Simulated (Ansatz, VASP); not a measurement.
# Cross-check of NaF between VASP and Ansatz

Aim: how closely do two programs agree when they are given the same cell, functional and k mesh? The cell is taken from a series of runs on this material, whose earlier steps may have relaxed, scaled, displaced or heated it; both programs get it as it stands.

Main program and level: Ansatz 0.2.0; plane waves, with VASP 6.6.1 beside it; zone-centre phonons at PBEsol.

## (1) Set-up

The cell holds 4 atoms: 2 F and 2 Na. Its edges and angles: a = 3.192 Å, b = 3.192 Å, c = 28.430 Å, α = 90.0°, β = 90.0°, γ = 90.0°. Vacuum lies along c.

## (2) Ansatz: zone-centre phonons, PBEsol

Ansatz runs on its default PAW (the set named soft_2) files.

Second derivatives magnify differences that forces hide, and they need a tight electronic threshold.

input.yaml reads:

```yaml
crystal:
  lattice:
    - [2.2573341426, 2.2573341426, 0.0]
    - [-2.2573341426, 2.2573341426, 0.0]
    - [0.0, 0.0, 28.42996954]
  atoms:
    - { symbol: F, position: [0.5, 0.5, 0.2279321711] }
    - { symbol: F, position: [0.0, 0.0, 0.3107599291] }
    - { symbol: Na, position: [0.0, 0.0, 0.2288390565] }
    - { symbol: Na, position: [0.5, 0.5, 0.3098530437] }
  periodic: [true, true, false]
kpoints:
  mp_grid: { grid: [8, 8, 1] }
hamiltonian:
  xc: pbesol
scf:
  occupations: { method: fixed }
output:
  eigenvalues: true
phonons:
  method: dfpt
  qmesh: [4, 4, 1]
  temperatures: { t_max: 1000, t_step: 50 }
  qpath:
    path: [[0.0, 0.0, 0.0], [0.0, 0.5, 0.0], [0.5, 0.5, 0.0], [0.0, 0.0, 0.0]]
    npoints: 10
  isolated: true
  non_analytic_term:
    high_frequency_dielectric_tensor: [[1.1571, 0.0, 0.0], [0.0, 1.1571, 0.0], [0.0, 0.0, 1.0892]]
    born_effective_charges:
      - { species: F, tensor: [[-1.0208, 0.0, 0.0], [0.0, -1.0208, 0.0], [0.0, 0.0, -0.5264]] }
      - { species: F, tensor: [[-1.0208, 0.0, 0.0], [0.0, -1.0208, 0.0], [0.0, 0.0, -0.5264]] }
      - { species: Na, tensor: [[1.0208, 0.0, 0.0], [0.0, 1.0208, 0.0], [0.0, 0.0, 0.5264]] }
      - { species: Na, tensor: [[1.0208, 0.0, 0.0], [0.0, 1.0208, 0.0], [0.0, 0.0, 0.5264]] }
    source: "zone-centre run at this cell"
```

Command:

```sh
ansatz run input.yaml --threads 8 --pin off --max-ram 14336MiB --backend cpu --events-out ev --progress --plain --runs-dir out
```

Numbers of over 12 decimals in the logs are rounded to 6 here.

The log of the run:

```text
Warning: phonons: the dynamical matrix that this run interpolates holds no multipole term above the dipole-dipole one, and a site of this crystal is no centre of inversion, so its interpolated transverse optical and acoustic branches and sound speeds can stay off near Gamma, and the density of states and the thermodynamics with them. What a run solves at a wave vector of phonons.qpoints, Gamma apart, where the deck admits one, is free of this, and under fd what a larger phonons.supercell samples
Warning: crystal.symmetry: narrowed to the stabiliser of the run's FFT grids — unitary ops 16 → 8. A phonons.method: dfpt run fills in the rows of the dynamical matrix that it does not solve by its symmetry operations, which is exact only for operations that map its FFT grids onto themselves: filled in by any other, the frequencies could depend on the order in which like atoms are typed, or, by more than the grids' own error, on where the crystal sits among the grids' points. Excluded: 8 operations. The run can therefore solve more perturbations, solve them on more k-points, or both, and cost more. [rest of the remark cut]
Engine: ansatz 0.2.0, aarch64-unknown-linux-gnu
Pseudopotentials: kind: paw
Pseudopotential: F, paw, valence charge 7, recommended cutoff 420 eV (normal), F.paw.azcp
Pseudopotential: Na, paw, valence charge 9, recommended cutoff 420 eV (normal), Na.paw.azcp
Functional definition: PBEsol
  exchange = pbesol_x
  correlation = pbesol_c
Crystal: 4 atoms, lattice volume = 289.733 Å³
Basis set: ecut = 420 eV, 5695 PW (Γ), exchange–correlation on 48×48×384 points (8 copies of the dense FFT grid, shifted against one another)
Bands: 20, of which v1, the nominal top of the filled ones, is band 16 counted from 1 (15 counted from 0)
Symmetry: 16 space group operations
k-points: 15 of 64 (irreducible under 8 space group operations)
Non-local potential: F, projectors of the file, l = 0: 2, l = 1: 2, l = 2: 1
Non-local potential: Na, projectors of the file, l = 0: 3, l = 1: 2, l = 2: 1
PAW form: soft (Blöchl's): semilocal exchange-correlation on the pseudo side does not see the compensation charge
PAW frozen core: F, regenerated for the run's functional, and the local potential with it (the file was generated under x = pbe(κ = 0.804, μ = 0.219515), c = pbe(β = 0.066725))
PAW frozen core: Na, regenerated for the run's functional, and the local potential with it (the file was generated under x = pbe(κ = 0.804, μ = 0.219515), c = pbe(β = 0.066725))
PAW one-centre angular grid: F, 110 points (default); XC on 64 Gauss nodes
PAW one-centre angular grid: Na, 110 points (default); XC on 64 Gauss nodes
Initial density: superposition of atomic densities (neutral atoms: chi_scale 0, normalization atom), corrected by the library's trained network
Initial wavefunctions: pseudopotential atomic-orbital guess
Functional: x = pbesol(κ = 0.804, μ = 0.123457), c = pbesol(β = 0.046)
SCF iter   1: F=—  HF=-4557.492178 eV  |F-HF|=—  |Δ(HF+E_count)|=         —  Δρ=4.76e-3  dr2=3.96e-2  ethr=1.77e-3  ⟨swp⟩=5.2  Hψ=1238  notcnv=0  defer=22
preconditioner: auto → none  [insulator: Δε(μ)=5.660 eV  Ē_g=19.886 eV  n_scr=16 (ndim 8)  ℏωp=11.5 eV  f_vac=0.808  ε∞_Penn≈1.3]
SCF iter   2: F=—  HF=-4557.482139 eV  |F-HF|=—  |Δ(HF+E_count)|=   1.00e-2  Δρ=2.36e-3  dr2=9.67e-3  ethr=1.24e-4  ⟨swp⟩=3.0  Hψ=720  notcnv=0  defer=30
SCF iter   3: F=—  HF=-4557.479456 eV  |F-HF|=—  |Δ(HF+E_count)|=   2.68e-3  Δρ=2.97e-4  dr2=1.64e-4  ethr=3.02e-5  ⟨swp⟩=2.5  Hψ=490  notcnv=0  defer=30
SCF iter   4: F=—  HF=-4557.479600 eV  |F-HF|=—  |Δ(HF+E_count)|=   1.45e-4  Δρ=8.39e-5  dr2=1.03e-5  ethr=5.13e-7  ⟨swp⟩=3.3  Hψ=629  notcnv=0  defer=30
SCF iter   5: F=—  HF=-4557.479650 eV  |F-HF|=—  |Δ(HF+E_count)|=   4.98e-5  Δρ=4.24e-5  dr2=3.12e-6  ethr=3.22e-8  ⟨swp⟩=3.5  Hψ=606  notcnv=0  defer=30
SCF iter   6: F=—  HF=-4557.479734 eV  |F-HF|=—  |Δ(HF+E_count)|=   8.42e-5  Δρ=1.18e-5  dr2=2.35e-7  ethr=9.76e-9  ⟨swp⟩=3.1  Hψ=443  notcnv=0  defer=30
SCF iter   7: F=—  HF=-4557.479735 eV  |F-HF|=—  |Δ(HF+E_count)|=   2.91e-7  Δρ=2.46e-6  dr2=1.04e-8  ethr=7.35e-10  ⟨swp⟩=2.1  Hψ=458  notcnv=0  defer=30
SCF iter   8: F=—  HF=-4557.479735 eV  |F-HF|=—  |Δ(HF+E_count)|=   2.05e-9  Δρ=3.47e-7  dr2=2.04e-10  ethr=3.24e-11  ⟨swp⟩=2.5  Hψ=491  notcnv=0  defer=30
SCF iter   9: F=-4557.479735 eV  HF=-4557.479735 eV  |F-HF|=3.64e-12  |Δ(HF+E_count)|=  5.46e-11  Δρ=1.03e-8  dr2=1.92e-13  ethr=1.00e-12  ⟨swp⟩=14.5  Hψ=2437  notcnv=0
SCF 1 converged in 9 iterations: F = -4557.479735 eV  dr2 = 1.92e-13
  greatest PAW one-centre occupation: 0.999 electrons in one spin orbital (limit 2), on the Na atom at site 3 (counted from 0), in its partial waves of l = 0
NSCF: frozen V_eff on 15 k-points
NSCF: frozen V_eff on 21 k-points
DFPT response loops at q = (0, 0, 0) (fractional): preconditioner auto → none (the input reference at scf.mixing.eps_inf says where Resta's filter doesn't serve); β = 0.50; Broyden in place of MSR1
NSCF: frozen V_eff on 128 k-points
DFPT response loops at q = (0, 0.25, 0) (fractional): mixed as the last ones told, above
NSCF: frozen V_eff on 68 k-points
DFPT response loops at q = (0, -0.5, 0) (fractional): mixed as the last ones told, above
NSCF: frozen V_eff on 72 k-points
DFPT response loops at q = (0.25, 0.25, 0) (fractional): mixed as the last ones told, above
NSCF: frozen V_eff on 128 k-points
DFPT response loops at q = (0.25, -0.5, 0) (fractional): mixed as the last ones told, above
NSCF: frozen V_eff on 42 k-points
DFPT response loops at q = (-0.5, -0.5, 0) (fractional): mixed as the last ones told, above
SCF converged after 9 iterations
Free energy (F): -4557.479735 eV
Harris-Foulkes:  -4557.479735 eV  (|F-HF|=3.64e-12)
Internal energy: -4557.479735 eV  (E = F + TS)
E sigma→0 (E₀):  -4557.479735 eV
Fermi energy:    -6.830234 eV
--- Per-component energies (eV) ---
  E_band       = -716.270197
  E_kinetic    = 656.660869
  E_local      = -55328.619456  (includes V_loc(G=0)·N_el)
  E_nonlocal   = 379.670031
  E_hartree    = 27044.859972
  E_xc         = -235.972694
  E_vxc        = -304.593080  (∫ρ·V_xc dr)
  E_paw        = -894.017924  (= ΣΔE_a)
  E_vpaw       = -209.112434  (= ΣTr[D̂ρ^β])
  E_aug_tail   = 0.003993  (compensation charges beyond the density's cutoff)
  E_ewald      = 23819.741202
  E_core_change = 0.194273  (= ΣΔE_core)
  E_smearing   = -0.000000  (= −TS)
  E_closure    = 0.000000  (closes the sum)
  Σ components = -4557.479735   (vs F -4557.479735, Δ=0.00e0)
--- Band table (eV; the first three rows and the last of 15) ---
  k-point 0: bands = [... 12 lower, -7.0244, -7.0244, -6.8302, -6.8302, -1.0622 (-1.0622°), -0.5786 (-0.5797°), 0.3037, 0.4648]
  k-point 1: bands = [... 12 lower, -7.0259, -7.0093, -6.9962, -6.8468, -0.7694 (-0.7695°), -0.3569 (-0.3579°), 0.5483, 0.6942]
  k-point 2: bands = [... 12 lower, -7.2951, -7.0269, -6.9949, -6.8899, 0.0260 (0.0259°), 0.2990 (0.2981°), 1.2682, 1.3787]
  k-point 14: bands = [... 12 lower, -7.4494, -7.4494, -7.0793, -7.0793, 5.7317, 5.7317, 6.1098, 6.1098]
  ° read free of the cell's end (the report's vacuum.weakly_bound_levels)
--- Phonons (Γ-DFPT): 8 representative perturbations + reference (Σ response iterations 33) ---
  ASR residual: 3.418e-3 → 0.000e0 eV/Å²; symmetrization residual: 7.681e-6 eV/Å²
  The last average, over the group as it would stand without the narrowing to the FFT grids, took up to 1.116e-4 eV/Å² of the zone centre's force constants
  ASR residual per site (eV/Å²): 1.28e-3 1.11e-3 2.97e-3 3.42e-3
  Γ frequencies (cm⁻¹): 0.00 0.00 0.00 102.57 102.57 185.95 266.77 284.88 284.88 290.80 290.80 335.51
--- Phonons (arbitrary-q DFPT): 6 irreducible q on the 4×4×1 mesh ---
  q = [0.0000, 0.0000, 0.0000] (star 1, of the zone-centre solve; hermiticity 3.67e-6, symmetrization 7.13e-13, taken by the last average 2.67e-5): -0.00 0.00 0.00 102.57 102.57 185.95 266.77 284.88 284.88 290.80 290.80 335.51
  q = [0.0000, 0.2500, 0.0000] (star 4, 8 solved perturbations in 416 linear systems a pass and spin channel, the states on 64 of 64 k-point pairs; hermiticity 2.58e-6, symmetrization 3.00e-10, taken by the last average 2.14e-5): 54.35 107.14 140.22 151.30 190.86 199.90 216.43 218.30 264.65 267.77 329.61 378.38
  q = [0.0000, -0.5000, 0.0000] (star 2, 8 solved perturbations in 236 linear systems a pass and spin channel, the states on 34 of 64 k-point pairs; hermiticity 2.60e-6, symmetrization 1.30e-10, taken by the last average 2.01e-5): 133.68 133.68 179.11 179.11 193.63 193.63 217.41 217.41 281.92 281.92 322.25 322.25
  q = [0.2500, 0.2500, 0.0000] (star 4, 12 solved perturbations on 36 of 64 k-point pairs; hermiticity 2.65e-6, symmetrization 2.29e-10, taken by the last average 1.87e-5): 71.61 123.13 171.84 181.72 183.82 188.89 225.40 233.69 287.70 295.28 302.49 334.50
  q = [0.2500, -0.5000, 0.0000] (star 4, 8 solved perturbations in 416 linear systems a pass and spin channel, the states on 64 of 64 k-point pairs; hermiticity 2.19e-6, symmetrization 1.27e-10, taken by the last average 2.02e-5): 120.78 120.78 165.24 165.24 205.21 205.21 241.81 241.81 288.39 288.39 306.82 306.82
  q = [-0.5000, -0.5000, 0.0000] (star 1, 8 solved perturbations in 144 linear systems a pass and spin channel, the states on 21 of 64 k-point pairs; hermiticity 4.06e-6, symmetrization 2.07e-10, taken by the last average 1.97e-5): 109.14 109.14 173.72 173.72 178.01 178.01 234.65 234.65 305.43 305.43 314.15 314.15
  sum rule: each row above includes the acoustic sum rule's correction from the zone centre's row sums; it moved no ω² by more than (6.36 cm⁻¹)²
  mesh force constants: q→R imaginary residual 1.37e-18; ASR residual 3.418e-3 → 0.000e0 eV/Å²; symmetrization residual 8.882e-16 eV/Å²
  interpolated dispersion: 31 rows × 12 modes
  density of states and harmonic sums: on the 20×20×1 q-mesh, interpolated from the force constants of a 4×4×1 supercell (with the dipole–dipole term of supplied tensors)
  largest difference from the sums on the solved wave vectors: F 4.83e-2 eV, S 6.29e-5 and C_V 1.46e-5 eV/K
  zero-point energy: 0.160018 eV/cell   skipped modes (ω ≤ 0): 4, of them read as no rigid motion or as one in doubt: 1 (1.000e-2 modes/cell left out, lowest -0.27 cm⁻¹)   left out of the sums: 1.46e-3 of the cell's modes: C_V's classical limit lies that fraction below 3 k_B per atom; for a crystal, a wire or a layer, F and S can be off by more, and a phonons.interpolated_qmesh denser along its periods is the remedy for the sampling
```

(Continued in part 2 of 3.)

[Lines on the potential files, build, host, timing and source positions are cut from VASP's logs without a mark.]

[Logs are printed without paths, hosts, clocks, repeated set-up lines and the standing remarks that a program may print on its own settings, such as how far it seeks lower states.]

[Hosts, paths, dates, database ids (printed as entryN), source tags and the programs' standing remarks are cut or masked in the printed files.]
